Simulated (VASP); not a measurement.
OSZICAR of a VASP run on BaTiO3 (cubic perovskite):

File OSZICAR:
```
       N       E                     dE             d eps       ncg     rms          rms(c)
DAV:   1     0.457639813923E+03    0.45764E+03   -0.21289E+04   960   0.179E+03
DAV:   2     0.119366676506E+02   -0.44570E+03   -0.43825E+03  1168   0.482E+02
DAV:   3    -0.399539130959E+02   -0.51891E+02   -0.51206E+02  1440   0.148E+02
DAV:   4    -0.421721962099E+02   -0.22183E+01   -0.22171E+01  1352   0.292E+01
DAV:   5    -0.422491568518E+02   -0.76961E-01   -0.76958E-01  1360   0.384E+00    0.221E+01
DAV:   6    -0.313854446165E+02    0.10864E+02   -0.79329E+01  1480   0.737E+01    0.105E+01
DAV:   7    -0.312689289410E+02    0.11652E+00   -0.14547E+01  1248   0.273E+01    0.614E+00
DAV:   8    -0.310094353914E+02    0.25949E+00   -0.92107E-01  1224   0.886E+00    0.306E+00
DAV:   9    -0.310288178302E+02   -0.19382E-01   -0.51238E-01  1296   0.589E+00    0.162E+00
DAV:  10    -0.310056512543E+02    0.23167E-01   -0.21606E-01  1216   0.444E+00    0.519E-01
DAV:  11    -0.310024620836E+02    0.31892E-02   -0.24039E-02  1152   0.958E-01    0.162E-01
DAV:  12    -0.310029727263E+02   -0.51064E-03   -0.59497E-03  1208   0.648E-01    0.186E-01
DAV:  13    -0.310023621288E+02    0.61060E-03   -0.22736E-03  1152   0.443E-01    0.250E-02
DAV:  14    -0.310023623650E+02   -0.23619E-06   -0.10334E-04  1448   0.765E-02    0.960E-03
DAV:  15    -0.310023636195E+02   -0.12545E-05   -0.18942E-05  1160   0.421E-02    0.854E-03
DAV:  16    -0.310023625148E+02    0.11047E-05   -0.60557E-06  1168   0.237E-02    0.125E-03
DAV:  17    -0.310023625275E+02   -0.12704E-07   -0.16202E-07   928   0.311E-03
   1 F= -.31002363E+02 E0= -.31002363E+02  d E =-.387444E-12
```

### Question
Which electronic solver shows in the log?

### Answer
It is blocked Davidson (ALGO = Normal, or the opening steps of other solvers). The INCAR had ALGO = Normal.

### Question
Can the final energy be trusted as converged?

### Answer
The calculation finished and met its thresholds. It stopped with EDIFF = 1E-7, NELM = 100 (optB86b-vdW, plane waves, VASP's PBE PAW potentials (set 64)).

The compound is BaTiO3 in the cubic perovskite structure, the ideal cubic form; the compound distorts at low or room temperature. This cell is one point of a volume scan, at 1.06 of the reference volume.
